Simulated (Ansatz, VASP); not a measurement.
# MgH2 (MgH2 (100) slab): VASP beside Ansatz

One calculation is typed for both programs; each brings its own data sets and cutoff. How far apart do they land? The cell is taken from a series of runs on this material, whose earlier steps may have relaxed, scaled, displaced or heated it; both programs get it as it stands.

Main program and level: Ansatz 0.2.0; plane waves, with VASP 6.6.1 beside it; single point at PBEsol.

## (1) The structure

The cell holds 108 atoms: 36 Mg and 72 H. Its edges and angles: a = 8.978 Å, b = 8.953 Å, c = 26.000 Å, α = 90.0°, β = 90.0°, γ = 90.0°. Vacuum lies along c.

## (2) Ansatz: single point, PBEsol

Ansatz runs on its default PAW (the set named soft_2) files.

A single point gives forces, pressure and levels at one fixed geometry, so differences don't come from the geometry; what else differs is listed under the comparison.

File input.yaml:

```yaml
crystal:
  lattice:
    - [0.0, 8.977611, 0.0]
    - [-8.953388, 0.0, 0.0]
    - [0.0, 0.0, 26.0]
  atoms:
    - { symbol: Mg, position: [0.1669797, 0.23565153, 0.28351221] }
    - { symbol: Mg, position: [0.33381989, -0.00362668, 0.37112381] }
    - { symbol: Mg, position: [0.16720253, 0.24640131, 0.45706366] }
    - { symbol: Mg, position: [0.33381927, -0.00347862, 0.54319792] }
    - { symbol: Mg, position: [0.16713574, 0.24626191, 0.6292035] }
    - { symbol: Mg, position: [0.33422766, -0.01499678, 0.71675122] }
    - { symbol: H, position: [0.33372744, 0.35496305, 0.31600157] }
    - { symbol: H, position: [0.16716829, 0.40249641, 0.40557515] }
    - { symbol: H, position: [0.33362667, 0.17354883, 0.24504423] }
    - { symbol: H, position: [0.16713045, 0.09925187, 0.3387989] }
    - { symbol: H, position: [0.33383208, 0.34151281, 0.49168005] }
    - { symbol: H, position: [0.16717292, 0.40190114, 0.57765563] }
    - { symbol: H, position: [0.33387349, 0.15203542, 0.42264831] }
    - { symbol: H, position: [0.16714373, 0.09160587, 0.5086124] }
    - { symbol: H, position: [0.33379593, 0.34904036, 0.66155056] }
    - { symbol: H, position: [0.16684043, 0.423862, 0.75532257] }
    - { symbol: H, position: [0.33378248, 0.15224303, 0.59483574] }
    - { symbol: H, position: [0.16738293, 0.10472457, 0.68447352] }
    - { symbol: Mg, position: [0.16714693, 0.73533318, 0.28350285] }
    - { symbol: Mg, position: [0.33383707, 0.49646417, 0.37122362] }
    - { symbol: Mg, position: [0.16715112, 0.74659621, 0.45712205] }
    - { symbol: Mg, position: [0.3338511, 0.49633372, 0.54319528] }
    - { symbol: Mg, position: [0.16721331, 0.74618292, 0.6290278] }
    - { symbol: Mg, position: [0.33355826, 0.48560033, 0.71679038] }
    - { symbol: H, position: [0.33382813, 0.85485249, 0.31589769] }
    - { symbol: H, position: [0.16716382, 0.90251289, 0.40553025] }
    - { symbol: H, position: [0.33381431, 0.67297277, 0.24507042] }
    - { symbol: H, position: [0.16716318, 0.59933638, 0.33889115] }
    - { symbol: H, position: [0.33386007, 0.84175011, 0.49165769] }
    - { symbol: H, position: [0.16715678, 0.90184356, 0.57753347] }
[... 72 atom lines left out ...]
    - { symbol: H, position: [1.00052266, 0.65207038, 0.42273436] }
    - { symbol: H, position: [0.83385118, 0.59160099, 0.50863564] }
    - { symbol: H, position: [1.00062606, 0.84908969, 0.66136831] }
    - { symbol: H, position: [0.8342514, 0.92260083, 0.75517227] }
    - { symbol: H, position: [1.00048733, 0.65229524, 0.59470179] }
    - { symbol: H, position: [0.83368662, 0.60482001, 0.68433637] }
basis:
  ecutwfc: 420
  xc_grid: 2
hamiltonian:
  xc: pbesol
kpoints:
  mp_grid: { grid: [1, 1, 1] }
scf:
  occupations: { method: fermi_dirac, width: 0.01 }
  max_iter: 80
output:
  forces: true
  eigenvalues: true
  write_potential: true
  volumetric_format: npy
```

On the command line:

```sh
> ansatz run input.yaml --threads 4 --pin off --max-ram 15073MiB --backend cpu --events-out ev --progress --plain --runs-dir out
```

Numbers of over 12 decimals in the logs are rounded to 6 here.

The log of the run:

```text
Engine: ansatz 0.2.0, aarch64-unknown-linux-gnu
Pseudopotentials: kind: paw
Pseudopotential: Mg, paw, valence charge 10, recommended cutoff 420 eV (normal), Mg.paw.azcp
Pseudopotential: H, paw, valence charge 1, recommended cutoff 420 eV (normal), H.paw.azcp
Functional definition: PBEsol
  exchange = pbesol_x
  correlation = pbesol_c
Crystal: 108 atoms, lattice volume = 2089.881 Å³
Basis set: ecut = 420 eV, 40773 PW (Γ), exchange–correlation on 128×120×360 points (8 copies of the dense FFT grid, shifted against one another)
Bands: 324, of which v1, the nominal top of the filled ones, is band 216 counted from 1 (215 counted from 0)
Symmetry: 1 space group operations
Space group: P1 (ITA 1), of the structure as read, at distance tolerance 1.3e-4 Å
k-points: 1
Non-local potential: Mg, projectors of the file, l = 0: 3, l = 1: 2, l = 2: 1
Non-local potential: H, projectors of the file, l = 0: 2, l = 1: 1
PAW form: soft (Blöchl's): semilocal exchange-correlation on the pseudo side does not see the compensation charge
PAW frozen core: Mg, regenerated for the run's functional, and the local potential with it (the file was generated under x = pbe(κ = 0.804, μ = 0.219515), c = pbe(β = 0.066725))
PAW one-centre angular grid: Mg, 110 points (default); XC on 64 Gauss nodes
PAW one-centre angular grid: H, 110 points (default); XC on 64 Gauss nodes
Initial density: superposition of atomic densities (neutral atoms: chi_scale 0, normalization atom), corrected by the library's trained network
Initial wavefunctions: pseudopotential atomic-orbital guess
Functional: x = pbesol(κ = 0.804, μ = 0.123457), c = pbesol(β = 0.046)
SCF iter   1: F=—  HF=-69973.009822 eV  |F-HF|=—  |Δ(HF+E_count)|=         —  Δρ=4.72e-3  dr2=3.44e-1  ethr=1.77e-3  ⟨swp⟩=9.0  Hψ=1612  notcnv=0  defer=46
preconditioner: auto → Resta (q_TF=auto, 2.098 Å⁻¹)  ε∞=2.1  [insulator: Δε(μ)=4.083 eV  Ē_g=9.092 eV  σ=0.010 eV  W_gap=1.00  n_scr=304 (ndim 8)  ℏωp=9.7 eV  f_vac=0.438  D(μ)=0.00/eV (n_scr^D=0)  ε∞_Penn≈2.1  vacuum switching on, ρ_ref=6.0e-3 e/Å³]
SCF iter   2: F=—  HF=-69972.921276 eV  |F-HF|=—  |Δ(HF+E_count)|=   8.85e-2  Δρ=2.04e-3  dr2=6.96e-2  ethr=7.97e-5  ⟨swp⟩=2.0  Hψ=449  notcnv=0  defer=104
SCF iter   3: F=—  HF=-69972.908548 eV  |F-HF|=—  |Δ(HF+E_count)|=   1.27e-2  Δρ=1.48e-4  dr2=1.03e-3  ethr=1.61e-5  ⟨swp⟩=2.0  Hψ=296  notcnv=0  defer=104
SCF iter   4: F=—  HF=-69972.908852 eV  |F-HF|=—  |Δ(HF+E_count)|=   3.04e-4  Δρ=7.02e-5  dr2=1.29e-4  ethr=2.38e-7  ⟨swp⟩=3.0  Hψ=312  notcnv=0  defer=104
SCF iter   5: F=—  HF=-69972.908941 eV  |F-HF|=—  |Δ(HF+E_count)|=   8.96e-5  Δρ=2.05e-5  dr2=1.16e-5  ethr=3.00e-8  ⟨swp⟩=2.0  Hψ=291  notcnv=0  defer=104
SCF iter   6: F=—  HF=-69972.909324 eV  |F-HF|=—  |Δ(HF+E_count)|=   3.83e-4  Δρ=2.72e-6  dr2=4.59e-7  ethr=2.68e-9  ⟨swp⟩=2.0  Hψ=396  notcnv=0  defer=104
SCF iter   7: F=-69972.909324 eV  HF=-69972.909324 eV  |F-HF|=4.09e-9  |Δ(HF+E_count)|=   2.30e-7  Δρ=7.31e-7  dr2=1.87e-8  ethr=2.31e-11  ⟨swp⟩=21.0  Hψ=2651  notcnv=0
SCF 1 converged in 7 iterations: F = -69972.909324 eV  dr2 = 1.87e-8
  greatest PAW one-centre occupation: 1.000 electrons in one spin orbital (limit 2), on the Mg atom at site 22 (counted from 0), in its partial waves of l = 0
[...]
atom   4  Mg    -0.00057621     0.00018449     0.00139169
  atom   5  Mg    -0.00044814    -0.00030308     0.00150020
  atom   6  Mg    -0.00120341    -0.00106951     0.00119726
  atom   7  H      0.00079427     0.00036175    -0.00122307
  atom   8  H      0.00076009     0.00005458     0.00054622
  atom   9  H      0.00010200     0.00093508    -0.00057511
  atom  10  H     -0.00018335     0.00019796    -0.00136403
  atom  11  H      0.00040795     0.00008722    -0.00009635
  atom  12  H      0.00046816     0.00007785    -0.00077251
  atom  13  H      0.00110557    -0.00034447    -0.00057699
  atom  14  H     -0.00035608     0.00060554    -0.00079114
  atom  15  H      0.00019843     0.00016018    -0.00004269
  atom  16  H      0.00097091     0.00101295     0.00015513
  atom  17  H      0.00034765     0.00021827    -0.00155027
  atom  18  H      0.00017776    -0.00066722    -0.00132552
  atom  19  Mg    -0.00132162    -0.00056567     0.00137445
  atom  20  Mg    -0.00042818    -0.00016963    -0.00039074
  atom  21  Mg    -0.00080549     0.00009624     0.00106011
  atom  22  Mg    -0.00129364    -0.00011138     0.00098224
  atom  23  Mg    -0.00047677     0.00013076     0.00176594
  atom  24  Mg     0.00023315    -0.00032886     0.00020742
  atom  25  H      0.00117459    -0.00034556    -0.00105502
  atom  26  H      0.00160783    -0.00010287    -0.00019112
  atom  27  H      0.00031084     0.00003206    -0.00035610
[...]
atom 101  H      0.00153260     0.00041688    -0.00001783
  atom 102  H     -0.00007782     0.00002818     0.00023831
  atom 103  H      0.00129110    -0.00020247    -0.00180382
  atom 104  H      0.00045210    -0.00007851    -0.00170122
  atom 105  H      0.00045427    -0.00059460     0.00062522
  atom 106  H     -0.00041470    -0.00094856     0.00055427
  atom 107  H      0.00090470     0.00013207    -0.00121106
  atom 108  H      0.00042427     0.00045182    -0.00077844
  max |Σ_I F_I| component: 2.10e-4 eV/Å
--- Band table (eV) ---
  k-point 0: bands = [... 212 lower, -2.0353, -2.0351, -2.0110, -2.0108, 2.1381, 2.1422, 2.4608, 2.4794, ... 104 higher]
```

## (3) VASP: single point, PBEsol

The same cell, functional, mesh and smearing now go to VASP, with its own data sets and cutoff.

Lines of VASP's logs that name or quote its potential files are left out, and so is its time.

File INCAR:

```
SYSTEM = MgH2
PREC = Accurate
ENCUT = 400
EDIFF = 1E-05
NELM = 100
ISMEAR = -1
SIGMA = 0.01
LREAL = Auto
ALGO = Fast
GGA = PS
NBANDS = 147
LORBIT = 11
LWAVE = .FALSE.
LCHARG = .FALSE.
ISIF = 0
```

File POSCAR:

```
MgH2
1.0
    0.0000000000      8.9776110000      0.0000000000
   -8.9533880000      0.0000000000      0.0000000000
    0.0000000000      0.0000000000     26.0000000000
Mg H
36 72
Direct
    0.1669796989      0.2356515344      0.2835122109
    0.3338198938      0.9963733189      0.3711238065
    0.1672025288      0.2464013143      0.4570636567
    0.3338192669      0.9965213837      0.5431979205
    0.1671357410      0.2462619111      0.6292035035
    0.3342276617      0.9850032186      0.7167512216
    0.1671469282      0.7353331817      0.2835028461
    0.3338370711      0.4964641673      0.3712236247
    0.1671511165      0.7465962112      0.4571220482
    0.3338510992      0.4963337214      0.5431952758
    0.1672133089      0.7461829150      0.6290278039
    0.3335582614      0.4856003259      0.7167903767
    0.5003022914      0.2357521259      0.2835137995
    0.6671524362      0.9964404497      0.3711158814
    0.5005185679      0.2464460230      0.4570744848
    0.6671368088      0.9964953527      0.5432061921
    0.5004569990      0.2462590644      0.6291862524
    0.6675668300      0.9850839431      0.7167352261
    0.5004682217      0.7353282053      0.2835142611
    0.6671863325      0.4964016980      0.3712232340
    0.5004942609      0.7465493288      0.4571056734
    0.6671790837      0.4963199089      0.5431900244
    0.5005555533      0.7462231320      0.6290759480
    0.6668751824      0.4854542498      0.7168177951
    0.8336587466      0.2357184778      0.2834988031
    0.0004885625      0.9963549764      0.3711234845
    0.8338720826      0.2464040895      0.4570816862
    0.0004752067      0.9965001925      0.5432037368
    0.8337874486      0.2462641681      0.6291783731
    0.0008890006      0.9850347928      0.7167549831
[... 72 atom lines left out ...]
    0.0005226613      0.6520703754      0.4227343608
    0.8338511787      0.5916009943      0.5086356427
    0.0006260584      0.8490896881      0.6613683133
    0.8342513964      0.9226008272      0.7551722675
    0.0004873325      0.6522952394      0.5947017894
    0.8336866221      0.6048200132      0.6843363696
```

File KPOINTS:

```
Automatic mesh
0
Gamma
1 1 1
0 0 0
```

The projector-augmented-wave data sets are Mg and H (PBE family, release 64).

On the command line:

```sh
> export OMP_NUM_THREADS=5
> mpirun -np 1 vasp_gam
```

The log of the run:

```text
[banner, memory and clock lines left out]
running    1 mpi-ranks, on    1 nodes
[...]
Offloading initialized ...    1 GPUs detected
[...]
|                                                                             |
|               ----> ADVICE to this user running VASP <----                  |
|                                                                             |
|     You enforced a specific xc type in the INCAR file but a different       |
|     [... a line on the potential file left out ...]
|     I HOPE YOU KNOW WHAT YOU ARE DOING!                                     |
|                                                                             |

 LDA part: xc-table for (Slater+PW92), standard interpolation
 POSCAR, INCAR and KPOINTS ok, starting setup
[...]
entering main loop
       N       E                     dE             d eps       ncg     rms          rms(c)
DAV:   1     0.463729841952E+03    0.46373E+03   -0.41445E+04   294   0.610E+02
DAV:   2    -0.242204774442E+03   -0.70593E+03   -0.65086E+03   436   0.127E+02
DAV:   3    -0.332521328261E+03   -0.90317E+02   -0.89133E+02   388   0.479E+01
DAV:   4    -0.335727163096E+03   -0.32058E+01   -0.32019E+01   364   0.964E+00
[...]
RMM:  17    -0.311847670092E+03   -0.13521E-03   -0.60168E-06   300   0.416E-03    0.180E-03
RMM:  18    -0.311847826316E+03   -0.15622E-03   -0.89767E-06   329   0.348E-03    0.111E-03
RMM:  19    -0.311847831221E+03   -0.49056E-05   -0.93774E-07   261   0.160E-03
   1 F= -.31184783E+03 E0= -.31184783E+03  d E =-.577790E-11
```

From OUTCAR (step 3):

```text
  FREE ENERGIE OF THE ION-ELECTRON SYSTEM (eV)
  ---------------------------------------------------
  free  energy   TOTEN  =      -311.8478312212 eV

  energy  without entropy=     -311.8478312212  energy(sigma->0) =     -311.84783122
```

The PAW data sets were made with PBE, which is usual practice but a small mismatch for other functionals.

## (4) Side by side

Known differences besides the potentials themselves: the data sets hold 432 valence electrons in Ansatz (default PAW (the set named soft_2) files) and 144 in VASP; the cutoff is 420 eV in Ansatz and 400 eV in VASP (PREC = Accurate, projectors in real space); Ansatz makes its cores anew for this functional, VASP keeps those of its PBE data sets; VASP leaves aspherical gradient terms in its spheres out (LASPH is not set), Ansatz keeps them. Total energies have different zeros and are not compared.

Compared:

```csv
quantity,Ansatz,VASP,difference
gap on the k mesh (eV),4.149,4.143,+0.006
```

At this near-relaxed geometry the largest component of a force difference is 6 meV/Å. A gap on the mesh is an upper bound, since the band edges may lie between its points.

## (5) Results

```yaml
difference_in_gap_on_the_k_mesh_single_point_pbesol: 0.0055 eV
```

**Reading.** The difference in gap on the k mesh is 0.0055 eV (single point, PBEsol), within the 0.08 eV picked in this series as the mark of a large difference. How closely two codes agree says nothing of how well the functional describes the real material.

[Lines on the potential files, build, host, timing and source positions are cut from VASP's logs without a mark.]

[Logs are printed without paths, hosts, clocks, repeated set-up lines and the standing remarks that a program may print on its own settings, such as how far it seeks lower states.]

[Hosts, paths, dates, database ids (printed as entryN), source tags and the programs' standing remarks are cut or masked in the printed files.]
